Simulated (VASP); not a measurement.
A convergence study with VASP on Sr (space group Fm-3m): one setting is varied, all else stays as given below, so the limit is that of these other settings.

```yaml
crystal:
  lattice:
    - [0.00000, 3.03088, 3.03088]
    - [3.03088, 0.00000, 3.03088]
    - [3.03088, 3.03088, 0.00000]
  atoms:
    - { symbol: Sr, position: [0.00000, 0.00000, 0.00000] }
```

Method: PBE GGA, VASP's PBE PAW potentials (set 64) (plane waves; VASP). The tightest run used: 720 eV cut-off, 9×9×9 Γ-centred mesh, Fermi-Dirac smearing of 0.10 eV, potentials Sr_sv.

Q: The settings run are ENCUT = 105; ENCUT = 120; ENCUT = 135; ENCUT = 150; ENCUT = 165; ENCUT = 180; ENCUT = 210; ENCUT = 240; ENCUT = 270; ENCUT = 330; ENCUT = 360; ENCUT = 405; ENCUT = 450; ENCUT = 525; ENCUT = 600; ENCUT = 720. From which on does the energy per atom stay within 0.01 eV/atom of the tightest run?

A: From ENCUT = 210 on: it is off by 0.0040 there and by no more than 0.01 in any finer run, while ENCUT = 180 is off by 0.0395.
```tsv
setting	E (eV/atom)	pressure (GPa)	plane waves	difference judged (eV/atom)
ENCUT = 105	-2.6575	-50.72	144	1.0228
ENCUT = 120	-2.2609	-27.02	172	0.6261
ENCUT = 135	-2.0171	-13.41	204	0.3824
ENCUT = 150	-1.7911	-6.29	259	0.1564
ENCUT = 165	-1.7125	-2.79	283	0.0778
ENCUT = 180	-1.6743	-1.19	311	0.0395
ENCUT = 210	-1.6388	-0.44	392	0.0040
ENCUT = 240	-1.6355	-0.36	489	0.0008
ENCUT = 270	-1.6358	-0.30	571	0.0010
ENCUT = 330	-1.6346	-0.16	769	0.0001
ENCUT = 360	-1.6340	-0.14	889	0.0007
ENCUT = 405	-1.6339	-0.15	1042	0.0009
ENCUT = 450	-1.6343	-0.15	1243	0.0004
ENCUT = 525	-1.6347	-0.13	1544	0.0000
ENCUT = 600	-1.6347	-0.13	1872	0.0001
ENCUT = 720	-1.6347	-0.13	2463	0.0000
```

Left out are rungs that failed or repeat a setting and relaxations that didn't move; long series are thinned to 24 rows.

The structure is a typed Sr crystal (space group no. 225). The cell was not relaxed at this level.
